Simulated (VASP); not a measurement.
Output of a VASP run:

File OSZICAR:
```
       N       E                     dE             d eps       ncg     rms          rms(c)
DAV:   1     0.128270725833E+03    0.12827E+03   -0.13783E+04  4800   0.155E+03
DAV:   2    -0.430252730551E+02   -0.17130E+03   -0.16767E+03  4920   0.381E+02
DAV:   3    -0.466397415433E+02   -0.36145E+01   -0.36103E+01  5928   0.673E+01
DAV:   4    -0.466444733979E+02   -0.47319E-02   -0.47379E-02  5560   0.214E+00
DAV:   5    -0.466444903756E+02   -0.16978E-04   -0.16991E-04  5984   0.120E-01    0.505E+00
DAV:   6    -0.411071017575E+02    0.55374E+01   -0.49143E+00  4832   0.331E+01    0.648E+00
DAV:   7    -0.398161131304E+02    0.12910E+01   -0.17894E-01  4976   0.652E+00    0.475E+00
DAV:   8    -0.405228177424E+02   -0.70670E+00   -0.29562E-01  4856   0.660E+00    0.625E-01
DAV:   9    -0.391322529912E+02    0.13906E+01   -0.23360E-01  4856   0.530E+00    0.463E-01
DAV:  10    -0.394222583870E+02   -0.29001E+00   -0.96403E-02  5064   0.259E+00    0.221E-01
DAV:  11    -0.394243191143E+02   -0.20607E-02   -0.12271E-03  5680   0.342E-01    0.143E-01
DAV:  12    -0.394024382478E+02    0.21881E-01   -0.54456E-03  5168   0.637E-01    0.480E-01
DAV:  13    -0.394599729969E+02   -0.57535E-01   -0.40922E-02  4904   0.175E+00    0.266E-01
DAV:  14    -0.394608695061E+02   -0.89651E-03   -0.93467E-04  5424   0.330E-01    0.128E-01
DAV:  15    -0.394609757173E+02   -0.10621E-03   -0.25181E-05  5816   0.403E-02    0.139E-01
DAV:  16    -0.394609807415E+02   -0.50242E-05   -0.11556E-04  5288   0.112E-01    0.939E-02
DAV:  17    -0.394611298153E+02   -0.14907E-03   -0.24086E-04  5184   0.135E-01    0.172E-02
DAV:  18    -0.394611301490E+02   -0.33369E-06   -0.42417E-06  5720   0.248E-02    0.150E-02
DAV:  19    -0.394611476910E+02   -0.17542E-04   -0.13336E-05  4896   0.358E-02    0.500E-03
DAV:  20    -0.394611327802E+02    0.14911E-04   -0.31253E-05  5032   0.356E-02    0.537E-03
DAV:  21    -0.394611313595E+02    0.14207E-05   -0.35178E-07  4648   0.549E-03    0.792E-03
DAV:  22    -0.394611302180E+02    0.11415E-05   -0.19951E-07  3928   0.401E-03    0.632E-03
DAV:  23    -0.394611347551E+02   -0.45371E-05   -0.18147E-06  4944   0.120E-02    0.362E-03
DAV:  24    -0.394611333761E+02    0.13789E-05   -0.32922E-07  4120   0.552E-03    0.235E-03
DAV:  25    -0.394611318285E+02    0.15477E-05   -0.45999E-08  2576   0.197E-03    0.130E-03
DAV:  26    -0.394611322764E+02   -0.44794E-06   -0.14510E-08  2488   0.137E-03    0.229E-04
DAV:  27    -0.394611319617E+02    0.31470E-06   -0.29292E-09  2464   0.561E-04    0.690E-05
DAV:  28    -0.394611322612E+02   -0.29944E-06   -0.16898E-09  2472   0.351E-04    0.138E-04
DAV:  29    -0.394611320275E+02    0.23366E-06   -0.17907E-09  2456   0.318E-04    0.521E-05
DAV:  30    -0.394611320554E+02   -0.27926E-07   -0.81041E-11  2448   0.997E-05
   1 F= -.39461132E+02 E0= -.39461132E+02  d E =0.000000E+00
       N       E                     dE             ncg
```

**OUTCAR**
```
------------------------ aborting loop because EDIFF is reached ----------------------------------------
  FORCE on cell =-STRESS in cart. coord.  units (eV):
  Direction    XX          YY          ZZ          XY          YZ          ZX
  --------------------------------------------------------------------------------------
  Total        0.0492714      0.0492714      0.0501665      0.0000000      0.0000000      0.0000000
  in kB        1.8516437      1.8516441      1.8852835      0.0000000      0.0000000      0.0000000
  external PRESSURE =       1.8628571 kB  Pullay stress =       0.0000000 kB
  volume of cell :       42.63
      direct lattice vectors                 reciprocal lattice vectors
     1.489656422 -2.580160904  0.000000000     0.335647867 -0.193786364  0.000000000
     1.489656422  2.580160904  0.000000000     0.335647867  0.193786364  0.000000000
     0.000000000  0.000000000  5.546063768     0.000000000  0.000000000  0.180308060
 POSITION                                       TOTAL-FORCE (eV/Angst)
 -----------------------------------------------------------------------------------
      1.48966      0.86006      1.38652         0.000000      0.000000      0.000000
      1.48966     -0.86006      4.15955        -0.000000     -0.000000      0.000000
 -----------------------------------------------------------------------------------
    total drift:                               -0.000000      0.000190      0.000002
  FREE ENERGIE OF THE ION-ELECTRON SYSTEM (eV)
  ---------------------------------------------------
  free  energy   TOTEN  =       -39.4611320554 eV

  energy  without entropy=      -39.4611320554  energy(sigma->0) =      -39.46113206

 total charge

# of ion       s       p       d       tot
------------------------------------------
    1        0.519   0.326   9.487  10.331
    2        0.519   0.326   9.487  10.331
--------------------------------------------------
tot          1.037   0.651  18.974  20.662
```
(Selected blocks of OUTCAR.)

### POSCAR
```
Cd
1
    1.4896564215    -2.5801609043    -0.0000000000
    1.4896564215     2.5801609043    -0.0000000000
    0.0000000000    -0.0000000000     5.5460637684
Cd
2
Direct
  0.3333330000   0.6666670000   0.2500000000
  0.6666670000   0.3333330000   0.7500000000
```

**Question.** Reconstruct the remaining input files.

**Answer.** One answer among several that fit: the input of the run itself, r2SCAN+rVV10, plane waves, VASP's PBE PAW potentials (set 64).

INCAR:
```
# general
SYSTEM    =  Cd
PREC      =  Accurate
ENCUT     =  520   # plane-wave cut-off (eV)
LREAL     =  .False.   # projection in real space or not
LASPH     =  .True.   # aspherical one-centre terms

# electronic loop
EDIFF     =  1E-7
NELM      =  100   # most electronic steps
ALGO      =  Normal
LMAXMIX   =  4   # l cut-off of mixed one-centre charges
LMIXTAU   =  .True.

# smearing
ISMEAR    =  -5   # tetrahedra, Bloechl

# functional
METAGGA   =  R2SCAN
LUSE_VDW  =  .True.
BPARAM    =  11.95
CPARAM    =  0.0093

# ions
ISIF      =  2

# output
LWAVE     =  .False.
LCHARG    =  .False.
LORBIT    =  11   # lm-projected
NEDOS     =  601   # DOS grid
```

**KPOINTS_OPT**
```
k-points along high-symmetry lines
6
Line-mode
Reciprocal
  0.000000   0.000000   0.000000 ! GAMMA
 -0.000000   0.500000   0.000000 ! M

 -0.000000   0.500000   0.000000 ! M
 -0.333333   0.666667   0.000000 ! K

 -0.333333   0.666667   0.000000 ! K
  0.000000   0.000000   0.000000 ! GAMMA

  0.000000   0.000000   0.000000 ! GAMMA
  0.000000   0.000000   0.500000 ! A

  0.000000   0.000000   0.500000 ! A
 -0.000000   0.500000   0.500000 ! L

 -0.000000   0.500000   0.500000 ! L
 -0.333333   0.666667   0.500000 ! H

 -0.333333   0.666667   0.500000 ! H
  0.000000   0.000000   0.500000 ! A

 -0.000000   0.500000   0.500000 ! L
 -0.000000   0.500000   0.000000 ! M

 -0.333333   0.666667   0.500000 ! H
 -0.333333   0.666667   0.000000 ! K
```

### KPOINTS
```
Automatic mesh
0
Gamma
16 16 8
0 0 0
```

POTCAR, in this order: Cd (PBE.64 set). Program: vasp_std.

For a metal the tetrahedron method with Blöchl corrections gives inexact stress and forces.

The compound is Cd in the hcp structure. It was relaxed first.
